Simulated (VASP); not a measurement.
## Ga24CN23 (a cell with a defect): relaxation of the atoms with PBE

Crystal: Ga24CN23 (a cell with a defect).

```xyz
48
Lattice="-3.2177 -5.5733 5.2441 6.4355 0.0000 5.2441 -3.2177 5.5733 5.2441" Properties=species:S:1:pos:R:3 pbc="T T T"
Ga   -1.6089   -0.9289   10.4838
Ga   -3.2177    1.8578   10.4838
Ga    0.0000   -3.7155   10.4838
Ga    1.6089   -0.9289   10.4838
Ga   -4.8266   -0.9289   10.4838
Ga    0.0000    1.8578    5.2398
Ga    0.0000    1.8578   10.4838
Ga    3.2177   -3.7155   10.4838
Ga    1.6089   -0.9289    5.2398
Ga    3.2177    1.8578   10.4838
Ga    1.6089    4.6444   10.4838
Ga   -1.6089   -0.9289    5.2398
Ga    0.0000   -1.8578    7.8618
Ga   -1.6089    0.9289    7.8618
Ga   -1.6089    0.9289   13.1059
Ga    3.2177   -1.8578    7.8618
Ga   -3.2177   -1.8578    7.8618
Ga   -1.6089   -4.6444    7.8618
Ga    1.6089    0.9289    7.8618
Ga    1.6089    0.9289   13.1059
Ga    0.0000    3.7155    7.8618
Ga    4.8266    0.9289    7.8618
Ga    0.0000   -1.8578   13.1059
Ga   -3.2177    3.7155    7.8618
C    -1.6089   -0.9289    7.2148
N    -3.2177    1.8578    7.2148
N     0.0000   -3.7155    7.2148
N     1.6089   -0.9289    7.2148
N     1.6089   -0.9289   12.4589
N    -3.2177   -3.7155    7.2148
N     0.0000    1.8578    7.2148
N     0.0000    1.8578   12.4589
N    -1.6089    4.6444    7.2148
N     3.2177    1.8578    7.2148
N    -1.6089   -0.9289   12.4589
N     4.8266   -0.9289    7.2148
N     0.0000   -1.8578    9.8369
N    -1.6089    0.9289    9.8369
N     1.6089   -4.6444    9.8369
N     3.2177   -1.8578    9.8369
N    -3.2177   -1.8578    9.8369
N     1.6089    0.9289    4.5928
N     1.6089    0.9289    9.8369
N    -4.8266    0.9289    9.8369
N     0.0000    3.7155    9.8369
N    -1.6089    0.9289    4.5928
N     3.2177    3.7155    9.8369
N     0.0000   -1.8578    4.5928
```

```yaml
Program: VASP 6.6.1
Task: relaxation of the atoms
Functional: PBE
Potentials_or_basis: VASP PAW PBE potentials, release 64 (Ga_d, C, N)
Cutoff: 450 eV
k_mesh: 2 × 2 × 2
Occupations: gaussian, width 0.01 eV
Spin: no spin polarisation
Monkhorst-Pack_mesh: yes
Further_INCAR_settings: PREC = Normal; LREAL = Auto; ALGO = Normal; EDIFF = 1e-06; IBRION = 2; EDIFFG = -0.025; NSW = 70; NELECT = 432.0
```

```yaml
Energy_gained_by_relaxing: 3.5 meV/atom
Ionic_steps: 9
Largest_force_after_relaxing: 0.024 eV/Å
```

Forces in eV/Å, atoms in the order of the input:
```
Ga   0.000  0.000  0.003
Ga   0.010  0.006  0.002
Ga  -0.012  0.005  0.007
Ga   0.001 -0.012  0.002
Ga   0.011  0.007  0.007
Ga  -0.010  0.005  0.002
Ga   0.001 -0.013  0.007
Ga   0.006  0.009 -0.003
Ga  -0.011  0.001 -0.003
Ga   0.005 -0.010 -0.003
Ga   0.000  0.000  0.003
Ga   0.000  0.000  0.024
Ga  -0.008  0.008 -0.005
Ga  -0.003 -0.011 -0.005
Ga   0.005  0.010 -0.020
Ga   0.002 -0.006  0.006
Ga   0.011  0.003 -0.005
Ga  -0.004  0.001  0.000
Ga   0.001 -0.004  0.000
Ga   0.002  0.003  0.000
Ga  -0.012  0.000 -0.020
Ga  -0.007  0.002  0.006
Ga   0.006 -0.010 -0.020
Ga   0.005  0.005  0.006
C    0.000  0.000  0.017
N    0.014 -0.008 -0.001
N    0.000  0.013  0.008
N   -0.014 -0.008 -0.001
N    0.011 -0.006  0.008
N    0.000  0.016 -0.001
N   -0.011 -0.006  0.008
N    0.006  0.000 -0.001
N   -0.003  0.005 -0.001
N   -0.003 -0.005 -0.001
N    0.000  0.000  0.018
N    0.000  0.000 -0.010
N    0.004  0.002 -0.003
N   -0.004  0.003 -0.003
N    0.000  0.000 -0.011
N   -0.007  0.000  0.003
N   -0.001 -0.005 -0.003
N   -0.006  0.008 -0.001
N   -0.004 -0.009 -0.001
N    0.010  0.001 -0.001
N    0.000 -0.001 -0.011
N    0.004  0.006  0.003
N    0.001  0.000 -0.011
N    0.004 -0.006  0.003
```

The path:
```csv
step,energy change (eV),largest force (eV/Å),pressure (GPa)
1,0.0000,1.0361,3.11
2,-0.0991,0.6816,3.27
3,-0.1567,0.1404,3.19
4,-0.1627,0.0670,3.19
5,-0.1630,0.0788,3.19
6,-0.1659,0.0413,3.19
7,-0.1666,0.0400,3.18
8,-0.1675,0.0285,3.18
9,-0.1676,0.0236,3.18
```

Final structure:
```
Ga C N
1.0
    -3.21772   -5.57326    5.24406
     6.43545    0.00000    5.24406
    -3.21773    5.57326    5.24406
Ga C N
24 1 23
Cartesian
  -1.6089 -0.9289 10.4647
  0.0031 -3.7039 5.2489
  0.0001 -3.7159 10.4850
  1.6174 -0.9374 10.4930
  -4.8270 -0.9288 10.4850
  -0.0116 1.8546 5.2489
  0.0003 1.8580 10.4850
  3.2191 -3.7068 10.4853
  1.6007 -0.9320 5.2412
  -3.2109 1.8522 5.2412
  1.6089 4.6444 10.4850
  -1.6089 -0.9289 5.2704
  -0.0205 -1.8448 7.8593
  -1.6098 0.9047 7.8593
  -1.6030 0.9233 13.1022
  3.2214 -1.8608 7.8558
  -3.1963 -1.8465 7.8593
  -1.6113 -4.6320 7.8582
  1.5994 0.9206 7.8582
  -4.8146 0.9248 7.8582
  0.0019 3.7234 7.8582
  4.8221 0.9272 7.8558
  3.2100 3.7132 7.8582
  -3.2169 3.7203 7.8558
  -1.6089 -0.9289 7.2198
  -3.2258 1.8812 7.2105
  0.0157 -3.7338 7.2232
  1.6332 -0.9336 7.2105
  1.5852 -0.9334 12.4672
  -3.2340 -3.7342 7.2105
  0.0079 1.8805 7.2232
  0.0077 1.8535 12.4592
  -1.6090 4.6532 7.2152
  3.2102 1.8533 7.2152
  -1.6089 -0.9289 12.4545
  4.8266 -0.9289 7.2085
  0.0147 -1.8665 9.8598
  -1.6086 0.9460 9.8598
  1.6107 -4.6479 9.8366
  3.2119 -1.8639 9.8108
  -3.2327 -1.8661 9.8598
  1.6056 0.9295 4.5938
  1.6100 0.9257 9.8378
  -4.8244 0.9314 9.8378
  0.0021 3.7189 9.8366
  -1.6112 0.9370 4.5667
  3.2137 3.7157 9.8366
  0.0082 -1.8598 4.5667
```

Levels at points of the mesh, in eV from the valence-band top:
```
           k point  band 214  band 215  band 216  band 217  band 218  band 219
(0.25, 0.25, 0.25)     -0.37     -0.03      0.00      2.89      4.00      4.02
```

Core levels (eV, on the scale of the bands):
```csv
atom,levels
1 Ga,"1s -10217.4, 2s -1250.8, 2p -1087.2, 3s -137.1, 3p -87.8"
2 Ga,"1s -10217.3, 2s -1250.7, 2p -1087.2, 3s -137.1, 3p -87.8"
3 Ga,"1s -10217.4, 2s -1250.8, 2p -1087.2, 3s -137.1, 3p -87.9"
4 Ga,"1s -10217.3, 2s -1250.7, 2p -1087.2, 3s -137.1, 3p -87.8"
5 Ga,"1s -10217.4, 2s -1250.8, 2p -1087.2, 3s -137.1, 3p -87.9"
6 Ga,"1s -10217.3, 2s -1250.7, 2p -1087.2, 3s -137.1, 3p -87.8"
```

Wall time 17 min on 1 × NVIDIA H100 80GB with 1 thread of AMD EPYC 7R13 Processor (Zen 3) (shared host), peak memory 1.4 GiB.

Caveat: the cell is charged against a uniform background, so pressure and absolute levels hang on convention; the cutoff is under 1.25 times the usual one of these potentials, so pressure, stress and relaxed cells hold a basis-set (Pulay) error.
